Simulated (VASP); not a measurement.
Here is a VASP 6.6.1 calculation.

Contents of INCAR:

```
SYSTEM = In11NiAs12
ALGO = Normal ; EDIFF = 1E-5
ENCUT = 350 ; GGA = PS
ISIF = 2 ; ISMEAR = 0
KPAR = 2 ; LASPH = .True.
LCHARG = .False. ; LDAU = .True.
LDAUJ = 0 0 0 ; LDAUL = 2 -1 -1
LDAUPRINT = 1 ; LDAUTYPE = 2
LDAUU = 5 0 0 ; LMAXMIX = 4
LORBIT = 11 ; LREAL = Auto
LWAVE = .False. ; NBANDS = 124
NELM = 120 ; PREC = Accurate
SIGMA = 0.03
```

KPOINTS

```
k-points
0
Gamma
  2 2 2
  0 0 0
```

Contents of POSCAR:

```
In11NiAs12
1.0
    0.0000000000      9.0870000000      9.0870000000
    6.0580000000      0.0000000000      6.0580000000
    6.0580000000      6.0580000000      0.0000000000
Ni In As
1 11 12
Direct
    0.0000000000      0.0000000000      0.0000000000
    0.0000000000      0.0000000000      0.5000000000
    0.0000000000      0.5000000000      0.0000000000
    0.0000000000      0.5000000000      0.5000000000
    0.3333330000      0.0000000000      0.0000000000
    0.3333330000      0.0000000000      0.5000000000
    0.3333330000      0.5000000000      0.0000000000
    0.3333330000      0.5000000000      0.5000000000
    0.6666670000      0.0000000000      0.0000000000
    0.6666670000      0.0000000000      0.5000000000
    0.6666670000      0.5000000000      0.0000000000
    0.6666670000      0.5000000000      0.5000000000
    0.0833333333      0.1250000000      0.1250000000
    0.0833333333      0.1250000000      0.6250000000
    0.0833333333      0.6250000000      0.1250000000
    0.0833333333      0.6250000000      0.6250000000
    0.4166663333      0.1250000000      0.1250000000
    0.4166663333      0.1250000000      0.6250000000
    0.4166663333      0.6250000000      0.1250000000
    0.4166663333      0.6250000000      0.6250000000
    0.7500003333      0.1250000000      0.1250000000
    0.7500003333      0.1250000000      0.6250000000
    0.7500003333      0.6250000000      0.1250000000
    0.7500003333      0.6250000000      0.6250000000
```

Potentials or basis: VASP PAW PBE potentials, release 64 (Ni, In_d, As).

Launch:

```console
$ cat potpaw_PBE.64/Ni/POTCAR potpaw_PBE.64/In_d/POTCAR potpaw_PBE.64/As/POTCAR > POTCAR
$ mpirun -np 4 vasp_std > vasp.out
```

Problem. Estimate the largest force.

Solution. 1.555 eV/Å.

Problem. Predict the pressure.

Solution. -0.5 GPa.

Problem. Predict the band gap on the k mesh.

Solution. None (metal or under the smearing width).

Eigenvalues of the final occupation matrices:
```
    site  spin  trace               eigenvalues
site 1 d     1   4.27  0.76 0.76 0.87 0.94 0.94
site 1 d     2   4.27  0.76 0.76 0.87 0.94 0.94
```

Caveat: the k mesh is coarse (spacing up to 0.45 Å⁻¹), so the values aren't converged; the PAW data sets were made with another functional, which shifts forces and pressure a little; U without spin polarisation on a metal has little footing; the U is typed as a test and isn't derived for this compound. Spin polarisation is off, so any magnetic state and its effect on volume and gap are missing.
